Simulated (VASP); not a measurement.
Crystal: ZrAl3B3N.

```xyz
8
Lattice="4.5955 0.0000 0.0000 0.0000 4.5955 0.0000 0.0000 0.0000 4.5955" Properties=species:S:1:pos:R:3 pbc="T T T"
Zr    2.2978    2.2978    2.2978
Al    2.2978    0.0000    0.0000
Al    0.0000    2.2978    0.0000
Al    0.0000    0.0000    2.2978
B     0.0000    2.2978    2.2978
B     2.2978    0.0000    2.2978
B     2.2978    2.2978    0.0000
N     0.0000    0.0000    0.0000
```

The cell was built by a generator and needn't be a form met in nature.

* Program: VASP 6.6.1
* Task: relaxation of cell and atoms
* Functional: PBE
* Potentials or basis: VASP PAW PBE potentials, release 64 (Zr_sv, Al, B, N)
* Cutoff: 520 eV
* k mesh: 3 × 3 × 3
* Occupations: gaussian, width 0.15 eV
* Spin: no spin polarisation

At the start: pressure -4.2 GPa; volume 12.13 Å³/atom.

Question: Where does the relaxation end?

Answer: Over 3 steps the energy falls by 4.7 meV/atom and the volume is 11.78 Å³/atom (-2.9 %); space group Pm-3m (No. 221, to 0.05 Å).

Step by step:
| step | energy change (eV) | largest force (eV/Å) | pressure (GPa) | volume (Å³) |
| --- | --- | --- | --- | --- |
| 1 | 0.0000 | 0.0000 | -4.16 | 97.05 |
| 2 | -0.0263 | 0.0000 | 2.42 | 92.69 |
| 3 | -0.0377 | 0.0000 | 0.17 | 94.21 |

Final structure:
```yaml
crystal:
  lattice:
    - [4.55022, 0.00000, 0.00000]
    - [0.00000, 4.55022, 0.00000]
    - [0.00000, 0.00000, 4.55022]
  atoms:
    - { symbol: Zr, position: [0.50000, 0.50000, 0.50000] }
    - { symbol: Al, position: [0.50000, 0.00000, 0.00000] }
    - { symbol: Al, position: [0.00000, 0.50000, 0.00000] }
    - { symbol: Al, position: [0.00000, 0.00000, 0.50000] }
    - { symbol: B, position: [0.00000, 0.50000, 0.50000] }
    - { symbol: B, position: [0.50000, 0.00000, 0.50000] }
    - { symbol: B, position: [0.50000, 0.50000, 0.00000] }
    - { symbol: N, position: [0.00000, 0.00000, 0.00000] }
```

Caveat: the k mesh is coarse (spacing up to 0.46 Å⁻¹), so the values aren't converged; the relaxation stopped at a loose force limit of 0.08 eV/Å, so its end isn't a converged minimum.
